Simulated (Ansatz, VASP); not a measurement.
# Cross-check of Ti3Al2O9 (amorphous 75TiO2-25Al2O3 (mol %)) between VASP and Ansatz

Aim: how closely do two programs agree when they are given the same cell, functional and k mesh? The structure shown is the start of the Ansatz relaxation below; VASP solves that cell, so the two are compared at the walk's first step.

Main program and level: Ansatz 0.2.0; plane waves, with VASP 6.6.1 beside it; single point at PBE.

**1. The structure**

The cell holds 84 atoms: 18 Ti, 12 Al and 54 O. Its edges and angles: a = 10.018 Å, b = 10.018 Å, c = 10.018 Å, α = 90.0°, β = 90.0°, γ = 90.0°. As first built, before any earlier steps moved the atoms (in the runner's words): 84 atoms (18 Ti, 12 Al, 54 O) placed at random at 3.38 g/cm^3, melted at 5000 K for 10 ps at fixed volume with the Morse and Coulomb pair potential with partial charges (Pedone, Malavasi, Menziani, Cormack and Segre, J. Phys. Chem. B 110, 11780 (2006)). Quenched from 5000 K to 300 K at 50 K/ps and fixed volume, held 5 ps, then minimised at fixed cell.

**2. Ansatz: relaxation, PBE**

Ansatz runs on its default PAW (the set named soft_2) files.

The two programs are compared at the cell with which this relaxation starts, whose forces are those of its first step.

input.yaml

```yaml
crystal:
  lattice:
    - [10.0183, 0.0, 0.0]
    - [0.0, 10.0183, 0.0]
    - [0.0, 0.0, 10.0183]
  atoms:
    - { symbol: Ti, position: [0.96997, 0.47762, 0.83725] }
    - { symbol: Ti, position: [0.24809, 0.28261, 0.32634] }
    - { symbol: Ti, position: [0.78754, 0.10236, 0.27462] }
    - { symbol: Ti, position: [0.2442, 0.92583, 0.27804] }
    - { symbol: Ti, position: [0.87382, 0.95483, 0.63507] }
    - { symbol: Ti, position: [0.77164, 0.7722, 0.30627] }
    - { symbol: Ti, position: [0.6623, 0.61541, 0.72652] }
    - { symbol: Ti, position: [0.06365, 0.79335, 0.03063] }
    - { symbol: Ti, position: [0.33567, 0.43039, 0.86322] }
    - { symbol: Ti, position: [0.79986, 0.02931, 0.96176] }
    - { symbol: Ti, position: [0.56572, 0.87203, 0.52649] }
    - { symbol: Ti, position: [0.6812, 0.29891, 0.75712] }
    - { symbol: Ti, position: [0.31909, 0.76584, 0.79268] }
    - { symbol: Ti, position: [0.39355, 0.1515, 0.63263] }
    - { symbol: Ti, position: [0.95649, 0.27328, 0.54369] }
    - { symbol: Ti, position: [0.51505, 0.43041, 0.49374] }
    - { symbol: Ti, position: [0.0517, 0.58113, 0.31449] }
    - { symbol: Ti, position: [0.53179, 0.4357, 0.12878] }
    - { symbol: Al, position: [0.47386, 0.95897, 0.99783] }
    - { symbol: Al, position: [0.45855, 0.14187, 0.20256] }
    - { symbol: Al, position: [0.19409, 0.10626, 0.04579] }
    - { symbol: Al, position: [0.97951, 0.65089, 0.58179] }
    - { symbol: Al, position: [0.13154, 0.18783, 0.75102] }
    - { symbol: Al, position: [0.09366, 0.39513, 0.10853] }
    - { symbol: Al, position: [0.82183, 0.30137, 0.03882] }
    - { symbol: Al, position: [0.28635, 0.68021, 0.4921] }
    - { symbol: Al, position: [0.1518, 0.93112, 0.58072] }
    - { symbol: Al, position: [0.46745, 0.74192, 0.24532] }
    - { symbol: Al, position: [0.81873, 0.41461, 0.34378] }
    - { symbol: Al, position: [0.79402, 0.71559, 0.99429] }
    - { symbol: O, position: [0.5357, 0.19544, 0.73166] }
    - { symbol: O, position: [0.5977, 0.78824, 0.36218] }
    - { symbol: O, position: [0.33295, 0.7842, 0.35507] }
    - { symbol: O, position: [0.89768, 0.67752, 0.37696] }
    - { symbol: O, position: [0.89932, 0.87266, 0.01341] }
    - { symbol: O, position: [0.15544, 0.94981, 0.1217] }
    - { symbol: O, position: [0.47613, 0.59372, 0.17501] }
    - { symbol: O, position: [0.67164, 0.69184, 0.8853] }
    - { symbol: O, position: [0.42364, 0.89383, 0.85366] }
    - { symbol: O, position: [0.01912, 0.31874, 0.7252] }
    - { symbol: O, position: [0.42237, 0.8764, 0.14631] }
    - { symbol: O, position: [0.94384, 0.45745, 0.22421] }
    - { symbol: O, position: [0.75086, 0.21227, 0.90218] }
    - { symbol: O, position: [0.81407, 0.97476, 0.79514] }
    - { symbol: O, position: [0.1106, 0.11543, 0.90197] }
    - { symbol: O, position: [0.46067, 0.00749, 0.54231] }
    - { symbol: O, position: [0.81062, 0.66089, 0.63858] }
    - { symbol: O, position: [0.96648, 0.36754, 0.98674] }
    - { symbol: O, position: [0.05615, 0.57587, 0.71951] }
    - { symbol: O, position: [0.31979, 0.09398, 0.29776] }
    - { symbol: O, position: [0.98212, 0.0932, 0.60607] }
    - { symbol: O, position: [0.74263, 0.69553, 0.15233] }
    - { symbol: O, position: [0.27373, 0.7983, 0.62184] }
    - { symbol: O, position: [0.8307, 0.93528, 0.28913] }
    - { symbol: O, position: [0.85582, 0.236, 0.36436] }
    - { symbol: O, position: [0.37966, 0.10832, 0.04259] }
    - { symbol: O, position: [0.00633, 0.8376, 0.62314] }
    - { symbol: O, position: [0.09233, 0.7002, 0.1818] }
    - { symbol: O, position: [0.8524, 0.13875, 0.10928] }
    - { symbol: O, position: [0.61052, 0.11412, 0.26672] }
    - { symbol: O, position: [0.55403, 0.73453, 0.6346] }
    - { symbol: O, position: [0.58454, 0.45495, 0.66105] }
    - { symbol: O, position: [0.42673, 0.31714, 0.22385] }
    - { symbol: O, position: [0.78231, 0.45529, 0.81513] }
    - { symbol: O, position: [0.12675, 0.63561, 0.46747] }
    - { symbol: O, position: [0.39647, 0.55575, 0.47554] }
    - { symbol: O, position: [0.13492, 0.94069, 0.41359] }
    - { symbol: O, position: [0.41009, 0.28305, 0.49807] }
    - { symbol: O, position: [0.77784, 0.25868, 0.614] }
    - { symbol: O, position: [0.92826, 0.44764, 0.48459] }
    - { symbol: O, position: [0.18173, 0.79034, 0.90217] }
    - { symbol: O, position: [0.20644, 0.44565, 0.98411] }
    - { symbol: O, position: [0.69859, 0.37185, 0.13017] }
    - { symbol: O, position: [0.7317, 0.93446, 0.53629] }
    - { symbol: O, position: [0.18547, 0.45273, 0.27243] }
    - { symbol: O, position: [0.28758, 0.29244, 0.7594] }
    - { symbol: O, position: [0.65503, 0.44972, 0.38673] }
    - { symbol: O, position: [0.63891, 0.98233, 0.02095] }
    - { symbol: O, position: [0.94506, 0.63342, 0.95566] }
    - { symbol: O, position: [0.15379, 0.23436, 0.15767] }
    - { symbol: O, position: [0.36033, 0.59353, 0.79981] }
    - { symbol: O, position: [0.23266, 0.06633, 0.66152] }
    - { symbol: O, position: [0.12813, 0.26363, 0.45789] }
    - { symbol: O, position: [0.48595, 0.40365, 0.95786] }
kpoints:
  mp_grid: { grid: [1, 1, 1] }
hamiltonian:
  xc: pbe
scf:
  occupations: { method: fermi_dirac, width: 0.025 }
output:
  forces: true
relax:
  f_tol: 0.04
  max_steps: 250
  cell: {}
```

On the command line:

```
$ ansatz run input.yaml --threads 4 --pin off --max-ram 8192MiB --backend cpu --events-out ev --progress --plain --runs-dir out
```

Numbers of over 12 decimals in the logs are rounded to 6 here.

Log:

```text
Engine: ansatz 0.2.0, aarch64-unknown-linux-gnu
Pseudopotentials: kind: paw
Pseudopotential: Ti, paw, valence charge 12, recommended cutoff 420 eV (normal), Ti.paw.azcp
Pseudopotential: Al, paw, valence charge 3, recommended cutoff 420 eV (normal), Al.paw.azcp
Pseudopotential: O, paw, valence charge 6, recommended cutoff 420 eV (normal), O.paw.azcp
Functional definition: PBE
  parameter kappa = 0.804
  parameter beta = 0.066725
  exchange = pbe_x(kappa = kappa, mu = beta*pi^2/3)
  correlation = pbe_c(beta = beta)
Crystal: 84 atoms, lattice volume = 1005.500 Å³
Basis set: ecut = 420 eV, 19597 PW (Γ), exchange–correlation on 144×144×144 points (8 copies of the dense FFT grid, shifted against one another)
Bands: 372, of which v1, the nominal top of the filled ones, is band 288 counted from 1 (287 counted from 0)
Symmetry: 1 space group operations
Space group: P1 (ITA 1), of the structure as read, at distance tolerance 1.0e-4 Å
k-points: 1
Non-local potential: Ti, projectors of the file, l = 0: 3, l = 1: 2, l = 2: 3, l = 3: 1
Non-local potential: Al, projectors of the file, l = 0: 2, l = 1: 2, l = 2: 1
Non-local potential: O, projectors of the file, l = 0: 2, l = 1: 2, l = 2: 1
PAW form: soft (Blöchl's): semilocal exchange-correlation on the pseudo side does not see the compensation charge
PAW one-centre angular grid: Ti, 590 points (default); XC on 64 Gauss nodes
PAW one-centre angular grid: Al, 110 points (default); XC on 64 Gauss nodes
PAW one-centre angular grid: O, 110 points (default); XC on 64 Gauss nodes
Initial density: superposition of atomic densities (neutral atoms: chi_scale 0, normalization atom), corrected by the library's trained network
Initial wavefunctions: pseudopotential atomic-orbital guess
Functional: x = pbe(κ = 0.804, μ = 0.219515), c = pbe(β = 0.066725)
SCF iter   1: F=—  HF=-82190.598634 eV  |F-HF|=—  |Δ(HF+E_count)|=         —  Δρ=4.24e-3  dr2=1.54e-1  ethr=1.77e-3  ⟨swp⟩=5.0  Hψ=1402  notcnv=0  defer=56
preconditioner: auto → Resta (q_TF=auto, 2.486 Å⁻¹)  ε∞=5.9  [insulator: Δε(μ)=2.561 eV  Ē_g=10.977 eV  σ=0.025 eV  W_gap=1.00  n_scr=250 (ndim 8)  ℏωp=24.3 eV  f_vac=0.077  D(μ)=0.00/eV (n_scr^D=0)  ε∞_Penn≈5.9]
SCF iter   2: F=—  HF=-82190.584665 eV  |F-HF|=—  |Δ(HF+E_count)|=   1.40e-2  Δρ=2.18e-3  dr2=3.44e-2  ethr=2.67e-5  ⟨swp⟩=2.0  Hψ=595  notcnv=0  defer=80
SCF iter   3: F=—  HF=-82190.585750 eV  |F-HF|=—  |Δ(HF+E_count)|=   1.08e-3  Δρ=1.12e-3  dr2=1.38e-2  ethr=5.97e-6  ⟨swp⟩=2.0  Hψ=534  notcnv=0  defer=80
SCF iter   4: F=—  HF=-82190.586142 eV  |F-HF|=—  |Δ(HF+E_count)|=   3.92e-4  Δρ=4.87e-4  dr2=3.38e-3  ethr=2.39e-6  ⟨swp⟩=2.0  Hψ=535  notcnv=0  defer=80
SCF iter   5: F=—  HF=-82190.585861 eV  |F-HF|=—  |Δ(HF+E_count)|=   2.81e-4  Δρ=2.18e-4  dr2=5.97e-4  ethr=5.86e-7  ⟨swp⟩=2.0  Hψ=566  notcnv=0  defer=80
SCF iter   6: F=—  HF=-82190.585843 eV  |F-HF|=—  |Δ(HF+E_count)|=   1.79e-5  Δρ=1.43e-4  dr2=2.44e-4  ethr=1.04e-7  ⟨swp⟩=2.0  Hψ=580  notcnv=0  defer=80
SCF iter   7: F=—  HF=-82190.585822 eV  |F-HF|=—  |Δ(HF+E_count)|=   2.09e-5  Δρ=5.91e-5  dr2=3.89e-5  ethr=4.23e-8  ⟨swp⟩=2.0  Hψ=580  notcnv=0  defer=80
SCF iter   8: F=—  HF=-82190.586911 eV  |F-HF|=—  |Δ(HF+E_count)|=   1.09e-3  Δρ=2.24e-5  dr2=5.90e-6  ethr=6.76e-9  ⟨swp⟩=2.0  Hψ=603  notcnv=0  defer=80
SCF iter   9: F=—  HF=-82190.586915 eV  |F-HF|=—  |Δ(HF+E_count)|=   4.24e-6  Δρ=1.29e-5  dr2=2.03e-6  ethr=1.03e-9  ⟨swp⟩=2.0  Hψ=473  notcnv=0  defer=80
SCF iter  10: F=—  HF=-82190.586916 eV  |F-HF|=—  |Δ(HF+E_count)|=   4.99e-7  Δρ=6.92e-6  dr2=5.77e-7  ethr=3.52e-10  ⟨swp⟩=2.0  Hψ=529  notcnv=0  defer=80
SCF iter  11: F=-82190.586916 eV  HF=-82190.586916 eV  |F-HF|=3.97e-8  |Δ(HF+E_count)|=   9.30e-8  Δρ=2.53e-6  dr2=7.24e-8  ethr=1.74e-11  ⟨swp⟩=2.0  Hψ=1119  notcnv=0
SCF 1 converged in 11 iterations: F = -82190.586916 eV  dr2 = 7.24e-8
  greatest PAW one-centre occupation: 0.999 electrons in one spin orbital (limit 2), on the Ti atom at site 16 (counted from 0), in its partial waves of l = 0
relax step   1: F+E_penalty+E_count = -82190.58691612 eV  Δ(F+E_penalty+E_count) = +0.000e0 eV  max|allowed force component| = 2.288e0 eV/Å  Δτ_max = 0.0000 Å  P = +13.111 GPa  Ω = 1005.500 Å³  (11 SCF iters, dr2 threshold 1.00e-7 eV, accepted)
Crystal: 84 atoms, lattice volume = 1051.470 Å³
Basis set: ecut = 420 eV, 20489 PW (Γ), exchange–correlation on 144×144×144 points (8 copies of the dense FFT grid, shifted against one another)
Initial density: handed on by an earlier stage of this run
Initial wavefunctions: those handed on with the density
iter 1 solved again at ethr=2.10e-4 eV; its pass at ethr=3.10e-3 eV (dr2=1.21e0 eV) is discarded
SCF iter   1: F=—  HF=-82194.599550 eV  |F-HF|=—  |Δ(HF+E_count)|=         —  Δρ=1.17e-2  dr2=1.22e0  ethr=2.10e-4  ⟨swp⟩=7.0  Hψ=1639  notcnv=0  defer=2
[...]
atom  62  O     -0.00083973    -0.00270413     0.00193423
  atom  63  O      0.00123406     0.00167134     0.00084019
  atom  64  O     -0.00163008     0.00122737    -0.00236101
  atom  65  O      0.00369069     0.00150707    -0.00103776
  atom  66  O     -0.00554682     0.00257059    -0.00120056
  atom  67  O     -0.00557948     0.00043210     0.00314087
  atom  68  O      0.00124419    -0.00037017    -0.00500429
  atom  69  O     -0.00514765    -0.00045640     0.00298271
  atom  70  O     -0.00658383    -0.00084423     0.00161769
  atom  71  O      0.00358878     0.00011224    -0.00710993
  atom  72  O     -0.00083848    -0.00124096    -0.00022297
  atom  73  O     -0.00293254     0.00289675     0.00272234
  atom  74  O      0.00606193     0.00100335     0.00584453
  atom  75  O     -0.00054485    -0.00648453    -0.00446998
  atom  76  O      0.00317622    -0.00033032     0.00024950
  atom  77  O      0.00728014    -0.00158566    -0.00612583
  atom  78  O     -0.00693333    -0.00401548     0.00320365
  atom  79  O      0.00274459    -0.00754037    -0.00492054
  atom  80  O     -0.00184730    -0.00014257    -0.00023488
  atom  81  O     -0.00149063     0.00176890    -0.00040932
  atom  82  O     -0.00124712    -0.00171231     0.00515195
  atom  83  O      0.00832970     0.00106504    -0.00639791
  atom  84  O     -0.00111996     0.00077621    -0.00219311
  max |Σ_I F_I| component: 1.12e-4 eV/Å
--- Stress (GPa, compression-positive) ---
        0.014184      -0.005210      -0.002223
       -0.005216       0.015855       0.003717
       -0.002222       0.003727       0.008398
  P = ⅓ Tr σ = 0.0128 GPa (0.128 kbar)
--- Relaxed structure (15 steps of the walk, 15 accepted, 3 SCFs on fresh bases) ---
  F+E_penalty+E_count = -82196.70116052 eV   max|allowed force component| = 1.356e-2 eV/Å   (the final SCF, on the basis selected at the relaxed cell)
  cell:  # Å, volume = 1088.9420 Å³
    - [10.266214, 0.119919, -0.065641]
    - [0.119919, 10.182980, -0.176390]
    - [-0.065641, -0.176390, 10.421327]
  atoms:
    - { symbol: Ti, position: [0.964297, 0.494104, 0.846846] }
    - { symbol: Ti, position: [0.240762, 0.287112, 0.329250] }
    - { symbol: Ti, position: [0.786931, 0.103065, 0.261222] }
    - { symbol: Ti, position: [0.246826, 0.923948, 0.275392] }
    - { symbol: Ti, position: [0.876023, 0.949070, 0.623483] }
    - { symbol: Ti, position: [0.776516, 0.788864, 0.323193] }
    - { symbol: Ti, position: [0.672824, 0.628235, 0.728753] }
    - { symbol: Ti, position: [0.057327, 0.797964, 0.032270] }
    - { symbol: Ti, position: [0.336078, 0.432809, 0.882195] }
    - { symbol: Ti, position: [0.782110, 0.030887, 0.946014] }
    - { symbol: Ti, position: [0.569856, 0.866916, 0.531758] }
    - { symbol: Ti, position: [0.690891, 0.304353, 0.741475] }
    - { symbol: Ti, position: [0.301328, 0.760519, 0.790692] }
    - { symbol: Ti, position: [0.399862, 0.165102, 0.619367] }
    - { symbol: Ti, position: [0.959731, 0.281241, 0.549659] }
    - { symbol: Ti, position: [0.516816, 0.433551, 0.500272] }
    - { symbol: Ti, position: [0.053865, 0.590837, 0.304373] }
    - { symbol: Ti, position: [0.536263, 0.422293, 0.142663] }
    - { symbol: Al, position: [0.464607, 0.941939, 1.009128] }
    - { symbol: Al, position: [0.453073, 0.137635, 0.209458] }
    - { symbol: Al, position: [0.202442, 0.103462, 0.049776] }
    - { symbol: Al, position: [0.967498, 0.638776, 0.571217] }
    - { symbol: Al, position: [0.158243, 0.197805, 0.765194] }
    - { symbol: Al, position: [0.094412, 0.391157, 0.111609] }
    - { symbol: Al, position: [0.818299, 0.298386, 0.034225] }
    - { symbol: Al, position: [0.279444, 0.685179, 0.489100] }
    - { symbol: Al, position: [0.138386, 0.947187, 0.574713] }
    - { symbol: Al, position: [0.469541, 0.737315, 0.252748] }
    - { symbol: Al, position: [0.813869, 0.408573, 0.337231] }
    - { symbol: Al, position: [0.796139, 0.727962, 1.005697] }
    - { symbol: O, position: [0.542596, 0.202774, 0.711882] }
    - { symbol: O, position: [0.592252, 0.777102, 0.368974] }
    - { symbol: O, position: [0.328541, 0.767117, 0.349725] }
    - { symbol: O, position: [0.899420, 0.679181, 0.394994] }
    - { symbol: O, position: [0.890641, 0.880188, 0.00701516] }
    - { symbol: O, position: [0.152983, 0.950066, 0.117579] }
    - { symbol: O, position: [0.487283, 0.584852, 0.178986] }
    - { symbol: O, position: [0.677365, 0.694392, 0.891147] }
    - { symbol: O, position: [0.403599, 0.875352, 0.866546] }
    - { symbol: O, position: [0.032814, 0.307822, 0.709266] }
    - { symbol: O, position: [0.427054, 0.867719, 0.154727] }
    - { symbol: O, position: [0.946598, 0.462609, 0.232686] }
    - { symbol: O, position: [0.743918, 0.219971, 0.897663] }
    - { symbol: O, position: [0.810456, 0.981867, 0.780183] }
    - { symbol: O, position: [0.128212, 0.120532, 0.904339] }
    - { symbol: O, position: [0.462839, 0.00890889, 0.541883] }
    - { symbol: O, position: [0.805985, 0.674339, 0.639854] }
    - { symbol: O, position: [0.966054, 0.366062, 0.993745] }
    - { symbol: O, position: [0.036778, 0.573395, 0.719533] }
    - { symbol: O, position: [0.318331, 0.092049, 0.304339] }
    - { symbol: O, position: [0.989629, 0.071495, 0.577737] }
    - { symbol: O, position: [0.749843, 0.718843, 0.166865] }
    - { symbol: O, position: [0.262525, 0.806363, 0.617215] }
    - { symbol: O, position: [0.855437, 0.941762, 0.289612] }
[...]
- { symbol: O, position: [0.648996, 0.446985, 0.388928] }
    - { symbol: O, position: [0.632142, 0.972213, -0.00846259] }
    - { symbol: O, position: [0.945753, 0.639417, 0.969839] }
    - { symbol: O, position: [0.156350, 0.233748, 0.161766] }
    - { symbol: O, position: [0.355927, 0.591290, 0.805818] }
    - { symbol: O, position: [0.231852, 0.079372, 0.652007] }
    - { symbol: O, position: [0.121578, 0.266230, 0.442122] }
    - { symbol: O, position: [0.486140, 0.395614, 0.974670] }
```

[end of part 1 of 2]

[Lines on the potential files, build, host, timing and source positions are cut from VASP's logs without a mark.]

[Logs are printed without paths, hosts, clocks, repeated set-up lines and the standing remarks that a program may print on its own settings, such as how far it seeks lower states.]

[Hosts, paths, dates, database ids (printed as entryN), source tags and the programs' standing remarks are cut or masked in the printed files.]
